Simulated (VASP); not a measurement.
# LiMg12 (a cell with a defect) in VASP: notebook, part 2 of 2

VASP 6.6.1. Earlier steps stand in the parts before.

## 4. Single point, PBEsol

INCAR reads:

```
  ALGO = Normal
  EDIFF = 1E-6
  ENCUT = 520
  GGA = PS
  ISIF = 2
  ISMEAR = -1
  LASPH = T
  LCHARG = F
  LREAL = F
  LWAVE = F
  NBANDS = 26
  NELM = 100
  PREC = Accurate
  SIGMA = 0.1
```

KPOINTS reads:

```
k-points
0
Gamma
  3 2 3
```

POSCAR reads:

```
LiMg12
1.0
    6.4200000000      0.0000000000      0.0000000000
   -4.8150000000      8.3398250000      0.0000000000
    0.0000000000      0.0000000000      5.2130400000
Mg Li
12 1
Direct
   -0.0286117527     -0.0168107846     -0.0496982121
    0.1687054067      0.2452403662      0.5485380267
   -0.0097335111      0.3178514961      0.0477149885
    0.1746796596      0.5605472769      0.5077096786
    0.0042062186      0.6654641462      0.0132476783
    0.1379398222      0.8544780187      0.5163509701
    0.4985463165     -0.0202850721     -0.0495838768
    0.6988722454      0.2430712160      0.5489117645
    0.5221724383      0.3623199375     -0.0104638544
    0.6604430715      0.5546547648      0.4897149071
    0.4947221236      0.6630347765     -0.0090920227
    0.6782625868      0.9065922861      0.4515489499
    0.3313051747      0.1083428717      0.2570360023
```

Command:

```
> cat potpaw_PBE.64/Mg/POTCAR potpaw_PBE.64/Li_sv/POTCAR > POTCAR
> mpirun -np 1 vasp_std > vasp.out
```

It took 1.9 min on 1 thread of Intel Xeon Platinum 8488C (Sapphire Rapids), shared host; peak memory 0.37 GiB.

Results (log left out):

```
Free energy            : -20.9601 eV
Largest force          : 0.056 eV/Å
Band gap on the k mesh : none (metal or under the smearing width)
```

Forces in eV/Å, atoms in the order of the input:
```
Mg  -0.013 -0.036 -0.021
Mg  -0.032  0.019  0.028
Mg  -0.006  0.051 -0.008
Mg   0.004 -0.016  0.030
Mg  -0.006 -0.012 -0.002
Mg   0.007  0.024 -0.016
Mg   0.018 -0.022 -0.036
Mg   0.030  0.030  0.027
Mg   0.000 -0.017  0.010
Mg   0.001  0.025  0.002
Mg   0.001  0.013 -0.022
Mg  -0.008 -0.055  0.010
Li   0.004 -0.004 -0.002
```

Levels at points of the mesh, in eV from the Fermi level:
```
           k point  band 11  band 12  band 13  band 14  band 15  band 16
(0.00, 0.00, 0.00)    -0.43    -0.10     0.07     0.24     0.37     0.67
(0.00, 0.50, 0.00)    -1.06    -1.03    -0.83    -0.42    -0.05     1.62
```

Caveat: the k mesh is coarse (spacing up to 0.40 Å⁻¹), so the values aren't converged; the cutoff is under 1.25 times the usual one of these potentials, so pressure, stress and relaxed cells hold a basis-set (Pulay) error; the PAW data sets were made with another functional, which shifts forces and pressure a little.

## 5. Relaxation of the atoms, PBEsol

INCAR reads:

```
  ALGO = Fast
  EDIFF = 1E-6
  EDIFFG = -0.08
  ENCUT = 520
  GGA = PS
  IBRION = 2
  ISIF = 2
  ISMEAR = -1
  LASPH = True
  LCHARG = False
  LREAL = False
  LWAVE = False
  NELM = 60
  NSW = 45
  PREC = Accurate
  SIGMA = 0.1
```

KPOINTS is that of step 4.

POSCAR reads:

```
LiMg12
1.0
    6.4200000000      0.0000000000      0.0000000000
   -4.8150000000      8.3398250000      0.0000000000
    0.0000000000      0.0000000000      5.2130400000
Mg Li
12 1
Direct
    0.0000000000      0.0000000000      0.0000000000
    0.1666667000      0.2222222000      0.5000000000
    0.0000000000      0.3333333000      0.0000000000
    0.1666667000      0.5555556000      0.5000000000
    0.0000000000      0.6666667000      0.0000000000
    0.1666667000      0.8888889000      0.5000000000
    0.5000000000      0.0000000000      0.0000000000
    0.6666667000      0.2222222000      0.5000000000
    0.5000000000      0.3333333000      0.0000000000
    0.6666667000      0.5555556000      0.5000000000
    0.5000000000      0.6666667000      0.0000000000
    0.6666667000      0.8888889000      0.5000000000
    0.3315096000      0.1111679000      0.2619350000
```

Command:

```
> cat potpaw_PBE.64/Mg/POTCAR potpaw_PBE.64/Li_sv/POTCAR > POTCAR
> mpirun -np 1 vasp_std > vasp.out
```

Wall time 19 min (1 thread of Intel Xeon Platinum 8488C (Sapphire Rapids), shared host); peak memory 0.42 GiB.

Results (log left out):

```
Free energy                  : -20.9517 eV
Energy gained by relaxing    : 76.6 meV/atom
Ionic steps                  : 10
Largest force after relaxing : 0.077 eV/Å
Band gap on the k mesh       : none (metal or under the smearing width)
```

Forces on the atoms (eV/Å):
```
Mg   0.004  0.009  0.024
Mg   0.002 -0.007 -0.006
Mg   0.006 -0.050  0.036
Mg  -0.043 -0.021 -0.028
Mg  -0.005 -0.032 -0.028
Mg  -0.011  0.004 -0.076
Mg   0.001  0.009 -0.002
Mg   0.009  0.003 -0.006
Mg   0.012  0.063  0.031
Mg   0.002  0.014  0.053
Mg   0.047  0.004  0.020
Mg  -0.012  0.049 -0.033
Li  -0.012 -0.046  0.014
```

Step by step:
| step | energy change (eV) | largest force (eV/Å) | pressure (GPa) |
| --- | --- | --- | --- |
| 1 | 0.0000 | 1.5404 | 2.54 |
| 2 | -0.4428 | 0.9718 | 2.14 |
| 3 | -0.8483 | 0.4768 | 2.08 |
| 4 | -0.8542 | 0.4282 | 2.02 |
| 5 | -0.8959 | 0.3179 | 1.99 |
| 6 | -0.9335 | 0.2233 | 1.98 |
| 7 | -0.9583 | 0.1415 | 1.96 |
| 8 | -0.9767 | 0.1627 | 1.96 |
| 9 | -0.9908 | 0.0808 | 1.96 |
| 10 | -0.9954 | 0.0771 | 1.97 |

Final structure:
```yaml
crystal:
  lattice:
    - [6.42000, 0.00000, 0.00000]
    - [-4.81500, 8.33982, 0.00000]
    - [0.00000, 0.00000, 5.21304]
  atoms:
    - { symbol: Mg, position: [0.96881, 0.98462, 0.95528] }
    - { symbol: Mg, position: [0.16167, 0.24190, 0.54434] }
    - { symbol: Mg, position: [0.99769, 0.32943, 0.04060] }
    - { symbol: Mg, position: [0.17352, 0.55965, 0.51455] }
    - { symbol: Mg, position: [0.00637, 0.66977, 0.02080] }
    - { symbol: Mg, position: [0.14315, 0.85856, 0.52696] }
    - { symbol: Mg, position: [0.50452, 0.98190, 0.95742] }
    - { symbol: Mg, position: [0.69922, 0.23887, 0.54452] }
    - { symbol: Mg, position: [0.52018, 0.35997, 0.97692] }
    - { symbol: Mg, position: [0.65938, 0.55184, 0.47999] }
    - { symbol: Mg, position: [0.49427, 0.66341, 0.98619] }
    - { symbol: Mg, position: [0.67004, 0.89372, 0.46031] }
    - { symbol: Li, position: [0.33269, 0.11088, 0.25403] }
```

Levels at points of the mesh, in eV from the Fermi level:
| k point | band 11 | band 12 | band 13 | band 14 | band 15 | band 16 |
| --- | --- | --- | --- | --- | --- | --- |
| (0.00, 0.00, 0.00) | -0.43 | -0.09 | 0.06 | 0.26 | 0.35 | 0.65 |
| (0.00, 0.50, 0.00) | -1.04 | -1.02 | -0.85 | -0.41 | -0.05 | 1.61 |

Caveat: the k mesh is coarse (spacing up to 0.40 Å⁻¹), so the values aren't converged; the cutoff is under 1.25 times the usual one of these potentials, so pressure, stress and relaxed cells hold a basis-set (Pulay) error; the PAW data sets were made with another functional, which shifts forces and pressure a little; the relaxation stopped at a loose force limit of 0.08 eV/Å, so its end isn't a converged minimum.

## 6. Single point, PBEsol

INCAR reads:

```
SYSTEM = LiMg12
ALGO = Fast
EDIFF = 1E-6
ENCUT = 520
GGA = PS
ISIF = 2
ISMEAR = -1
LASPH = .True.
LCHARG = .False.
LREAL = .False.
LWAVE = .False.
NBANDS = 26
NELM = 80
PREC = Accurate
SIGMA = 0.1
```

KPOINTS reads:

```
k-points
0
Gamma
  3 2 3
  0 0 0
```

POSCAR reads:

```
LiMg12
1.0
    6.4200000000      0.0000000000      0.0000000000
   -4.8150000000      8.3398250000      0.0000000000
    0.0000000000      0.0000000000      5.2130400000
Mg Li
12 1
Direct
   -0.0451697882     -0.0295929471     -0.0518123782
    0.0913743680      0.1803994688      0.6056926477
   -0.0097123082      0.3813389370      0.0290425548
    0.2242022579      0.5650837997      0.5390904348
   -0.0390247242      0.6509369201      0.0149816614
    0.2447315819      0.8647303750      0.4763439375
    0.5094097314     -0.0316073779     -0.0748315762
    0.6655009253      0.2236377862      0.5621096328
    0.4685405240      0.3679813425     -0.0330133665
    0.6905345682      0.5563306184      0.4981546276
    0.4930297378      0.6588267739      0.0622669306
    0.6987999328      0.9423459125      0.3794714792
    0.3592613055      0.1284439422      0.2480126759
```

Potentials or basis: VASP PAW PBE potentials, release 64 (Mg, Li_sv).

Command:

```
> cat potpaw_PBE.64/Mg/POTCAR potpaw_PBE.64/Li_sv/POTCAR > POTCAR
> mpirun -np 1 vasp_std > vasp.out
```

OUTCAR:

```text
SYSTEM = LiMg12
   EDIFF = 1E-6
   ENCUT = 520
   GGA = PS
   ISIF = 2
   ISMEAR = -1
   LASPH = .True.
   LREAL = .False.
   NELM = 80
   PREC = Accurate

 ion  position               nearest neighbor table
   1  0.955  0.970  0.948-   2 2.50  12 2.72  13 2.75   7 2.85  11 3.04   5 3.12  12 3.33   6 3.53
                             7 3.57   9 3.59
   2  0.091  0.180  0.606-   1 2.50  12 2.69  13 2.75   9 2.88   8 2.97   3 3.21   4 3.38   8 3.50
[... 533 lines left out ...]

 VOLUME and BASIS-vectors are now :
 -----------------------------------------------------------------------------
  energy-cutoff  :      520.00
  volume of cell :      279.11
      direct lattice vectors                 reciprocal lattice vectors
     6.420000000  0.000000000  0.000000000     0.155763240  0.089929945  0.000000000
    -4.815000000  8.339825000  0.000000000     0.000000000  0.119906593  0.000000000
     0.000000000  0.000000000  5.213040000     0.000000000  0.000000000  0.191826650

 POSITION                                       TOTAL-FORCE (eV/Angst)
 -----------------------------------------------------------------------------------
      1.45750      8.09302      4.94294         0.910004     -0.936758      0.371661
     -0.28200      1.50450      3.15750         0.388852      1.869630     -1.042025
      4.52150      3.18030      0.15140         0.204627     -1.327771      0.358601
     -1.28150      4.71270      2.81030        -0.155509     -0.432962      0.257670
      3.03520      5.42870      0.07810         0.179944      0.927789     -0.247914
     -2.59250      7.21170      2.48320        -1.489176     -0.476030     -0.101565
     -1.39240      8.07622      4.82294        -0.406912      0.027139      0.049616
      3.19570      1.86510      2.93030         0.291687      0.845881      0.373985
      1.23620      3.06890      5.04094         0.204437     -0.099575      0.014647
      1.75450      4.63970      2.59690         0.085719     -0.034563      0.046451
     -0.00700      5.49450      0.32460        -0.279252      0.431744     -0.433449
     -0.05110      7.85900      1.97820         0.523220     -0.579712      0.990172
      1.68800      1.07120      1.29290        -0.457639     -0.214810     -0.637851
 -----------------------------------------------------------------------------------
    total drift:                               -0.000119      0.000153     -0.000327

  FREE ENERGIE OF THE ION-ELECTRON SYSTEM (eV)
  ---------------------------------------------------
  free  energy   TOTEN  =       -18.9117443324 eV

  energy  without entropy=      -18.6497619023  energy(sigma->0) =      -18.78075312
```

It took 2.8 min on 1 thread of Intel Xeon Platinum 8488C (Sapphire Rapids), shared host; peak memory 0.36 GiB.

Results:

* Free energy: -18.9117 eV
* Largest force: 2.175 eV/Å
* Band gap on the k mesh: none (metal or under the smearing width)

Forces in eV/Å, atoms in the order of the input:
```
Mg   0.910 -0.937  0.372
Mg   0.389  1.870 -1.042
Mg   0.205 -1.328  0.359
Mg  -0.156 -0.433  0.258
Mg   0.180  0.928 -0.248
Mg  -1.489 -0.476 -0.102
Mg  -0.407  0.027  0.050
Mg   0.292  0.846  0.374
Mg   0.204 -0.100  0.015
Mg   0.086 -0.035  0.046
Mg  -0.279  0.432 -0.433
Mg   0.523 -0.580  0.990
Li  -0.458 -0.215 -0.638
```

Caveat: the k mesh is coarse (spacing up to 0.40 Å⁻¹), so the values aren't converged; the cutoff is under 1.25 times the usual one of these potentials, so pressure, stress and relaxed cells hold a basis-set (Pulay) error; the PAW data sets were made with another functional, which shifts forces and pressure a little.

## 7. Overview

```tsv
task	cell	gap on the mesh (eV)	largest force (eV/Å)
molecular dynamics	as given	-	-
single point	as given	none	2.18
relaxation of the atoms	atoms relaxed	none	0.08
```

Alike in all rows: level PBEsol; potentials or basis VASP PAW PBE potentials, release 64 (Mg, Li_sv); no spin polarisation; k mesh 3 × 2 × 3; cutoff (eV) 520; smearing fermi-dirac 0.1 eV; the mesh is coarse, so values aren't converged.

Caveats: all runs use coarse meshes; the cutoff is under 1.25 times the usual one of these potentials, so pressure, stress and relaxed cells hold a basis-set (Pulay) error; the PAW data sets were made with another functional, which shifts forces and pressure a little; the relaxation stopped at a loose force limit of 0.08 eV/Å, so its end isn't a converged minimum (some runs).

Total energies depend on the potentials used, so only differences within one code and one set of settings carry meaning.
